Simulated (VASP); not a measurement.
## AlGa₃N₄ (ordered alloy cell): computed properties

Method: PBEsol GGA, VASP's PBE PAW potentials (set 64) (plane waves; VASP).

For AlGa3N4, the space group comes out as R3m (160), the cell comes out as a = 3.1587 Å, b = 3.1587 Å, c = 30.9429 Å, α = 90.00°, β = 90.00°, γ = 120.00° and the volume per atom comes out as 11.14 Å³/atom. The band gap (over mesh and band path) is 2.13 eV. The smallest direct gap (over mesh and band path) is 2.13 eV and the band-edge character comes out as direct, Γ to Γ. The density comes out as 5.44 g/cm³.

```cif
data_Al3Ga9N12
_chemical_formula_sum 'Ga9 N12 Al3'
_space_group_name_H-M_alt 'R3m :H'
_space_group_IT_number 160
_space_group_name_Hall 'R 3 -2"'
_cell_length_a 3.15866
_cell_length_b 3.15866
_cell_length_c 30.94294
_cell_angle_alpha 90.000
_cell_angle_beta 90.000
_cell_angle_gamma 120.000
loop_
_atom_site_label
_atom_site_type_symbol
_atom_site_symmetry_multiplicity
_atom_site_Wyckoff_symbol
_atom_site_fract_x
_atom_site_fract_y
_atom_site_fract_z
_atom_site_occupancy
Ga1 Ga 3 a 0.00000 0.00000 0.00085 1
Ga2 Ga 3 a 0.00000 0.00000 0.24994 1
Ga3 Ga 3 a 0.00000 0.00000 0.49923 1
N1 N 3 a 0.00000 0.00000 0.31281 1
N2 N 3 a 0.00000 0.00000 0.56208 1
N3 N 3 a 0.00000 0.00000 0.81100 1
N4 N 3 a 0.00000 0.00000 0.06415 1
Al1 Al 3 a 0.00000 0.00000 0.74993 1
```
(The calculation used a cell of 8 atoms; values per cell refer to that cell.)

The structure was generated: AlGa3N4 was put into an ordered model structure (R3m), which need not be its known phase. It was relaxed first. Symmetry was kept, so distortions that lower it aren't found.
